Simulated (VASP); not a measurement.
Computed with PBEsol GGA, VASP's PBE PAW potentials (set 64) (plane waves; VASP 6.6.1).

Input for VASP

**INCAR**
```
# general
SYSTEM =VSe
PREC   =Accurate
ENCUT  =400
LREAL  =.FALSE.
LASPH  =.TRUE.
ICHARG =11

# electronic loop
EDIFF  =1E-7
NELM   =100
ALGO   =Normal
LMAXMIX=4

# smearing
ISMEAR =0
SIGMA  =0.05

# functional
GGA    =PS

# output
LWAVE  =.FALSE.
LCHARG =.FALSE.
LORBIT =11
```

### POSCAR
```
VSe
3.0430570
  0.9999999625   0.0000000000   0.0000000000
  0.0000000000   0.9999999625   0.0000000000
  0.0000000000   0.0000000000   0.9999999625
V Se
1 1
direct
  0.0000000000   0.0000000000   0.0000000000
  0.5000000000   0.5000000000   0.5000000000
```

KPOINTS:
```
k-points along high-symmetry lines
15
Line-mode
Reciprocal
  0.000000   0.000000   0.000000 ! GAMMA
  0.000000   0.500000   0.000000 ! X

  0.000000   0.500000   0.000000 ! X
  0.500000   0.500000   0.000000 ! M

  0.500000   0.500000   0.000000 ! M
  0.000000   0.000000   0.000000 ! GAMMA

  0.000000   0.000000   0.000000 ! GAMMA
  0.500000   0.500000   0.500000 ! R

  0.500000   0.500000   0.500000 ! R
  0.000000   0.500000   0.000000 ! X

  0.500000   0.500000   0.500000 ! R
  0.500000   0.500000   0.000000 ! M
```

POTCAR, in this order: V_sv Se (PBE.64 set). Program: vasp_std. Read from the step before: CHGCAR.

Output of the run:

File OUTCAR:
```
 ion  position               nearest neighbor table
   1  0.000  0.000  0.000-   2 2.64   2 2.64   2 2.64   2 2.64   2 2.64   2 2.64   2 2.64   2 2.64
  LATTYP: Found a simple cubic cell.
 ALAT       =     3.0430568858
 Subroutine PRICEL returns:
 Original cell was already a primitive cell.
 Subroutine GETGRP returns: Found 48 space group operations
The static configuration has the point symmetry O_h .
The dynamic configuration has the point symmetry O_h .
 Subroutine INISYM returns: Found 48 space group operations
   k-points           NKPTS =     90   k-points in BZ     NKDIM =     90   number of bands    NBANDS=     13
   number of dos      NEDOS =    301   number of ions     NIONS =      2
   total plane-waves  NPLWV =   8000
   dimension x,y,z NGX =    20 NGY =   20 NGZ =   20
   dimension x,y,z NGXF=    40 NGYF=   40 NGZF=   40
   ions per type =               1   1
   PREC   = accura    normal or accurate (medium, high low for compatibility)
   ISTART =      0    job   : 0-new  1-cont  2-samecut
   ICHARG =     11    charge: 1-file 2-atom 10-const
   ISPIN  =      1    spin polarized calculation?
   LNONCOLLINEAR =      F non collinear calculations
   LSORBIT =      F    spin-orbit coupling
   INIWAV =      1    electr: 0-lowe 1-rand  2-diag
   ENCUT  =  400.0 eV  29.40 Ry    5.42 a.u.   4.96  4.96  4.96*2*pi/ulx,y,z
   NELM   =    100;   NELMIN=  2; NELMDL= -5     # of ELM steps
   EDIFF  = 0.1E-06   stopping-criterion for ELM
   LREAL  =      F    real-space projection
   NLSPLINE    = F    spline interpolate recip. space projectors
   LMAXMIX     =    4 max onsite mixed and CHGCAR
   VOSKOWN=      0    Vosko Wilk Nusair interpolation
   EDIFFG = 0.1E-05   stopping-criterion for IOM
   NSW    =      0    number of steps for IOM
   NBLOCK =      1;   KBLOCK =      1    inner block; outer block
   IBRION =     -1    ionic relax: 0-MD 1-quasi-New 2-CG
   NFREE  =      0    steps in history (QN), initial steepest desc. (CG)
   ISIF   =      2    stress and relaxation
   ISYM   =      2    0-nonsym 1-usesym 2-fastsym
   TEIN   =    0.0    initial temperature
   TEBEG  =    0.0;   TEEND  =   0.0 temperature during run
   SMASS  =  -3.00    Nose mass-parameter (am)
...
```

File OSZICAR:
```
       N       E                     dE             d eps       ncg     rms          rms(c)
DAV:   1     0.123925385144E+03    0.12393E+03   -0.87386E+03  2369   0.124E+03
DAV:   2    -0.838572493537E+01   -0.13231E+03   -0.12908E+03  2470   0.360E+02
DAV:   3    -0.134554954692E+02   -0.50698E+01   -0.49106E+01  3040   0.666E+01
DAV:   4    -0.135156741889E+02   -0.60179E-01   -0.60145E-01  2438   0.693E+00
DAV:   5    -0.135163743123E+02   -0.70012E-03   -0.70011E-03  2794   0.711E-01
DAV:   6    -0.135163876797E+02   -0.13367E-04   -0.13368E-04  2528   0.859E-02
DAV:   7    -0.135163880018E+02   -0.32212E-06   -0.32252E-06  2739   0.126E-02
DAV:   8    -0.135163880131E+02   -0.11335E-07   -0.10542E-07  1791   0.198E-03
   1 F= -.13516388E+02 E0= -.13515407E+02  d E =-.196239E-02
```

OUTCAR:
```
 val. band max:       10.5301641030   @ k =   0.2500   0.5000   0.2500

 cond. band min:      10.5391154249   @ k =   0.5000   0.5000   0.3571



 k-point     1 :       0.0000    0.0000    0.0000
  band No.  band energies     occupation
      1     -53.8210      2.00000
      2     -27.7474      2.00000
      3     -27.7474      2.00000
      4     -27.7474      2.00000
      5      -6.5609      2.00000
      6       7.9346      2.00000
      7       7.9346      2.00000
      8       8.8494      2.00000
      9       8.8494      2.00000
     10       8.8494      2.00000
     11      11.1148      0.00000
     12      11.1148      0.00000
     13      11.1148      0.00000

 k-point     2 :       0.0000    0.0357    0.0000
  band No.  band energies     occupation
      1     -53.8208      2.00000
      2     -27.7495      2.00000
      3     -27.7472      2.00000
      4     -27.7472      2.00000
      5      -6.5440      2.00000
      6       7.7447      2.00000
      7       7.9440      2.00000
      8       8.8216      2.00000
      9       8.8216      2.00000
     10       8.9492      2.00000
     11      11.1170      0.00000
     12      11.1555      0.00000
     13      11.1555      0.00000

 k-point     3 :       0.0000    0.0714    0.0000
  band No.  band energies     occupation
      1     -53.8204      2.00000
      2     -27.7562      2.00000
      3     -27.7468      2.00000
      4     -27.7468      2.00000
      5      -6.4936      2.00000
      6       7.3025      2.00000
      7       7.9719      2.00000
      8       8.7442      2.00000
      9       8.7442      2.00000
     10       9.1436      2.00000
     11      11.1236      0.00000
     12      11.2715      0.00000
     13      11.2715      0.00000

 k-point     4 :       0.0000    0.1071    0.0000
  band No.  band energies     occupation
      1     -53.8195      2.00000
      2     -27.7660      2.00000
      3     -27.7458      2.00000
      4     -27.7458      2.00000
...
```

The density is held fixed in this step, so its total energy and stress have no physical meaning.

The structure was generated: VSe was put into the CsCl type type (Pm-3m), which need not be its known phase. It was relaxed first, which changed the volume by -37 %. The run is not spin-polarised, so no magnetic state was tried. The electron count is odd and the run is not spin-polarised, which forces a metal.
